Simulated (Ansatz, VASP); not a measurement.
# Be3N2 (Be3N2 (P6_3/mmc)): VASP beside Ansatz, part 2 of 2

Aim: how closely do two programs agree when they are given the same cell, functional and k mesh? The cell is taken from a series of runs on this material, whose earlier steps may have relaxed, scaled, displaced or heated it; both programs get it as it stands.

VASP 6.6.1 and Ansatz 0.2.0.

So far: The structure; VASP: relaxation of cell and atoms, PBEsol.

## (3) Ansatz: relaxation of cell and atoms, PBEsol

Level of this step: Ansatz beside VASP: Kohn-Sham DFT, plane waves, PBEsol (Ansatz).

Ansatz runs on its default PAW (the set named soft_2) files.

The same cell, functional and mesh now go to Ansatz.

File input.yaml:

```yaml
crystal:
  lattice:
    - [2.8416792, 0.0, 0.0]
    - [-1.4208396, 2.4609664, 0.0]
    - [0.0, 0.0, 9.746841]
  atoms:
    - { symbol: Be, position: [0.33333333, 0.66666667, 0.07848597] }
    - { symbol: Be, position: [0.66666667, 0.33333333, 0.57848597] }
    - { symbol: Be, position: [0.66666667, 0.33333333, 0.92151403] }
    - { symbol: Be, position: [0.33333333, 0.66666667, 0.42151403] }
    - { symbol: Be, position: [0.0, 0.0, 0.25] }
    - { symbol: Be, position: [0.0, 0.0, 0.75] }
    - { symbol: "N", position: [0.0, 0.0, 0.0] }
    - { symbol: "N", position: [0.0, 0.0, 0.5] }
    - { symbol: "N", position: [0.33333333, 0.66666667, 0.25] }
    - { symbol: "N", position: [0.66666667, 0.33333333, 0.75] }
basis:
  ecutwfc: 420
  xc_grid: 2
hamiltonian:
  xc: pbesol
kpoints:
  mp_grid: { grid: [11, 11, 3] }
scf:
  occupations: { method: fixed }
  max_iter: 100
relax:
  f_tol: 0.005
  max_steps: 60
  cell: {}
output:
  forces: true
  stress: true
checkpoint:
  write: "../cell.run"
  compress: false
  write_wavefunctions: false
  write_every: 100000
```

Command:

```console
ansatz run input.yaml --threads 8 --pin off --max-ram 22609MiB --backend cpu --events-out ev --progress --plain --runs-dir out
```

Numbers of over 12 decimals in the logs are rounded to 6 here.

The log of the run:

```text
Engine: ansatz 0.2.0, aarch64-unknown-linux-gnu
Pseudopotentials: kind: paw
Pseudopotential: Be, paw, valence charge 2, recommended cutoff 420 eV (normal), Be.paw.azcp
Pseudopotential: N, paw, valence charge 5, recommended cutoff 420 eV (normal), N.paw.azcp
Functional definition: PBEsol
  exchange = pbesol_x
  correlation = pbesol_c
Crystal: 10 atoms, lattice volume = 68.162 Å³
Basis set: ecut = 420 eV, 1329 PW (Γ), exchange–correlation on 40×40×144 points (8 copies of the dense FFT grid, shifted against one another)
Bands: 26, of which v1, the nominal top of the filled ones, is band 16 counted from 1 (15 counted from 0)
Symmetry: 24 space group operations
Space group: P63/mmc (ITA 194), of the structure as read, at distance tolerance 4.1e-5 Å
k-points: 32 of 363
Non-local potential: Be, projectors of the file, l = 0: 2, l = 1: 2, l = 2: 1
Non-local potential: N, projectors of the file, l = 0: 2, l = 1: 2, l = 2: 1
PAW form: soft (Blöchl's): semilocal exchange-correlation on the pseudo side does not see the compensation charge
PAW frozen core: Be, regenerated for the run's functional, and the local potential with it (the file was generated under x = pbe(κ = 0.804, μ = 0.219515), c = pbe(β = 0.066725))
PAW frozen core: N, regenerated for the run's functional, and the local potential with it (the file was generated under x = pbe(κ = 0.804, μ = 0.219515), c = pbe(β = 0.066725))
PAW one-centre angular grid: Be, 110 points (default); XC on 64 Gauss nodes
PAW one-centre angular grid: N, 110 points (default); XC on 64 Gauss nodes
Initial density: superposition of atomic densities (neutral atoms: chi_scale 0, normalization atom), corrected by the library's trained network
Initial wavefunctions: pseudopotential atomic-orbital guess
Functional: x = pbesol(κ = 0.804, μ = 0.123457), c = pbesol(β = 0.046)
SCF iter   1: F=—  HF=-2067.235768 eV  |F-HF|=—  |Δ(HF+E_count)|=         —  Δρ=8.85e-3  dr2=5.23e-2  ethr=1.77e-3  ⟨swp⟩=4.4  Hψ=3682  notcnv=0  defer=218
preconditioner: auto → none  [insulator: Δε(μ)=3.220 eV  Ē_g=14.858 eV  n_scr=6 (ndim 8)  ℏωp=25.4 eV  f_vac=0.000  ε∞_Penn≈3.9]
SCF iter   2: F=—  HF=-2067.220000 eV  |F-HF|=—  |Δ(HF+E_count)|=   1.58e-2  Δρ=3.07e-3  dr2=4.40e-3  ethr=1.63e-4  ⟨swp⟩=2.4  Hψ=1558  notcnv=0  defer=255
SCF iter   3: F=—  HF=-2067.218468 eV  |F-HF|=—  |Δ(HF+E_count)|=   1.53e-3  Δρ=7.88e-4  dr2=2.08e-4  ethr=1.37e-5  ⟨swp⟩=2.0  Hψ=1210  notcnv=0  defer=223
automatic band count: iteration 3 solves 25 bands in place of 26: the levels show a gap, and the empty bands left out lie too high to hold charge; the band table lists the bands solved (type scf.n_extra_bands for more)
SCF iter   4: F=—  HF=-2067.218349 eV  |F-HF|=—  |Δ(HF+E_count)|=   1.20e-4  Δρ=2.48e-4  dr2=4.50e-5  ethr=6.51e-7  ⟨swp⟩=2.2  Hψ=1090  notcnv=0  defer=143
SCF iter   5: F=—  HF=-2067.218212 eV  |F-HF|=—  |Δ(HF+E_count)|=   1.37e-4  Δρ=5.90e-5  dr2=1.41e-6  ethr=1.41e-7  ⟨swp⟩=2.2  Hψ=1096  notcnv=0  defer=108
SCF iter   6: F=-2067.218212 eV  HF=-2067.218212 eV  |F-HF|=3.39e-8  |Δ(HF+E_count)|=   2.44e-7  Δρ=1.32e-5  dr2=8.16e-8  ethr=3.13e-10  ⟨swp⟩=2.7  Hψ=2800  notcnv=0
SCF 1 converged in 6 iterations: F = -2067.218212 eV  dr2 = 8.16e-8
  greatest PAW one-centre occupation: 0.785 electrons in one spin orbital (limit 2), on the N atom at site 9 (counted from 0), in its partial waves of l = 0
relax step   1: F+E_penalty+E_count = -2067.21821151 eV  Δ(F+E_penalty+E_count) = +0.000e0 eV  max|allowed force component| = 4.783e-2 eV/Å  Δτ_max = 0.0000 Å  P = -1.454 GPa  Ω = 68.162 Å³  (6 SCF iters, dr2 threshold 1.00e-7 eV, accepted)
[...]
relax step   2: F+E_penalty+E_count = -2067.22088863 eV  Δ(F+E_penalty+E_count) = -2.677e-3 eV  max|allowed force component| = 3.368e-3 eV/Å  Δτ_max = 0.0019 Å  P = -0.790 GPa  Ω = 67.940 Å³  energy of the carried Pulay correction = +7.533e-4 eV  (5 SCF iters, dr2 threshold 1.00e-6 eV, accepted)
[...]
relax step   3: F+E_penalty+E_count = -2067.22239727 eV  Δ(F+E_penalty+E_count) = -1.509e-3 eV  max|allowed force component| = 6.574e-3 eV/Å  Δτ_max = 0.0001 Å  P = +0.091 GPa  Ω = 67.671 Å³  energy of the carried Pulay correction = +1.666e-3 eV  (5 SCF iters, dr2 threshold 1.00e-6 eV, accepted)
[...]
relax step   4: F+E_penalty+E_count = -2067.22233086 eV  Δ(F+E_penalty+E_count) = +6.642e-5 eV  max|allowed force component| = 1.611e-3 eV/Å  Δτ_max = 0.0003 Å  P = -0.001 GPa  Ω = 67.696 Å³  energy of the carried Pulay correction = +1.584e-3 eV  (4 SCF iters, dr2 threshold 4.70e-8 eV, accepted)
[...]
relax step   5: F+E_penalty+E_count = -2067.22074170 eV  Δ(F+E_penalty+E_count) = +1.589e-3 eV  max|allowed force component| = 1.694e-3 eV/Å  Δτ_max = 0.0000 Å  P = -0.041 GPa  Ω = 67.696 Å³  stress off target by 4.32e-2 GPa  SCF on the basis re-selected at this cell (its energy is not comparable with the rows above)  (5 SCF iters)
basis re-selected at this cell: Δ(F+E_penalty+E_count) = +1.589e-3 eV, ΔP = -0.040 GPa vs the last step (what re-selecting the basis moved, of the pressure what is left beyond the Pulay correction that the steps carried, after the strain that the cell walked since its last selection, with what the two solves' SCF thresholds leave and, on support functions, any second-order correction that the steps lacked; it is no m [...]
SCF converged after 5 iterations
Free energy (F): -2067.220742 eV
Harris-Foulkes:  -2067.220742 eV  (|F-HF|=1.09e-11)
Internal energy: -2067.220742 eV  (E = F + TS)
E sigma→0 (E₀):  -2067.220742 eV
Fermi energy:    7.954880 eV
--- Per-component energies (eV) ---
  E_band       = 56.312991
  E_kinetic    = 664.358258
  E_local      = -809.956537  (includes V_loc(G=0)·N_el)
  E_nonlocal   = 210.026952
  E_hartree    = 257.505232
  E_xc         = -361.412225
  E_vxc        = -436.285417  (∫ρ·V_xc dr)
  E_paw        = -835.111682  (= ΣΔE_a)
  E_vpaw       = -86.841075  (= ΣTr[D̂ρ^β])
  E_aug_tail   = 0.000387  (compensation charges beyond the density's cutoff)
  E_ewald      = -1192.800710
  E_core_change = 0.169583  (= ΣΔE_core)
  E_smearing   = -0.000000  (= −TS)
  E_closure    = -0.000000  (closes the sum)
  Σ components = -2067.220742   (vs F -2067.220742, Δ=0.00e0)
--- Forces (eV/Å), atoms counted from 1 ---
  atom   1  Be    -0.00000000    -0.00000000     0.00169399
  atom   2  Be     0.00000000     0.00000000     0.00169399
  atom   3  Be     0.00000000     0.00000000    -0.00169399
  atom   4  Be     0.00000000    -0.00000000    -0.00169399
  atom   5  Be     0.00000000     0.00000000    -0.00000000
  atom   6  Be     0.00000000    -0.00000000     0.00000000
  atom   7  N      0.00000000     0.00000000     0.00000000
  atom   8  N      0.00000000    -0.00000000     0.00000000
  atom   9  N      0.00000000     0.00000000    -0.00000000
  atom  10  N      0.00000000    -0.00000000     0.00000000
  max |Σ_I F_I| component: 8.33e-17 eV/Å
--- Stress (GPa, compression-positive) ---
       -0.043230       0.000000       0.000000
        0.000000      -0.043230      -0.000000
        0.000000      -0.000000      -0.035435
  P = ⅓ Tr σ = -0.0406 GPa (-0.406 kbar)
--- Relaxed structure (4 steps of the walk, 4 accepted, 1 SCFs on fresh bases) ---
  F+E_penalty+E_count = -2067.22074170 eV   max|allowed force component| = 1.694e-3 eV/Å   (the final SCF, on the basis selected at the relaxed cell)
  cell:  # Å, volume = 67.6957 Å³
    - [2.837294, 0.0, 0.0]
    - [-1.418647, 2.457169, 0.0]
    - [0.0, 0.0, 9.710057]
  atoms:
    - { symbol: Be, position: [0.333333, 0.666667, 0.078247] }
    - { symbol: Be, position: [0.666667, 0.333333, 0.578247] }
    - { symbol: Be, position: [0.666667, 0.333333, 0.921753] }
    - { symbol: Be, position: [0.333333, 0.666667, 0.421753] }
    - { symbol: Be, position: [0, 0, 0.25] }
    - { symbol: Be, position: [0, 0, 0.750000] }
    - { symbol: N, position: [0, 0, 0] }
    - { symbol: N, position: [0, 0, 0.5] }
    - { symbol: N, position: [0.333333, 0.666667, 0.25] }
    - { symbol: N, position: [0.666667, 0.333333, 0.750000] }
```

## (4) Comparison

Known differences besides the potentials themselves: fixed occupations in Ansatz, narrow Gaussian smearing in VASP; the cutoff is 420 eV in Ansatz and 600 eV in VASP; Ansatz makes its cores anew for this functional, VASP keeps those of its PBE data sets; Ansatz adds a Pulay correction to the stress that steers its cell, VASP none. Total energies have different zeros and are not compared.

Both answers:

```
                                         quantity  Ansatz   VASP  difference
                                      volume (Å³)   67.70  67.82     -0.19 %
edge a after relaxation, in the typed setting (Å)   2.837  2.839     -0.06 %
edge c after relaxation, in the typed setting (Å)   9.710  9.716     -0.06 %
```

## (5) Outcome

| Item | Value |
| --- | --- |
| difference in volume (relaxation of cell and atoms, PBEsol) | -0.19 % |

The difference in volume is -0.19 % (relaxation of cell and atoms, PBEsol), within the 1.2 % picked in this series as the mark of a large difference, as far as the stopping tolerances let one tell. How closely two codes agree says nothing of how well the functional describes the real material.

[Lines on the potential files, build, host, timing and source positions are cut from VASP's logs without a mark.]

[Logs are printed without paths, hosts, clocks, repeated set-up lines and the standing remarks that a program may print on its own settings, such as how far it seeks lower states.]

[Hosts, paths, dates, database ids (printed as entryN), source tags and the programs' standing remarks are cut or masked in the printed files.]
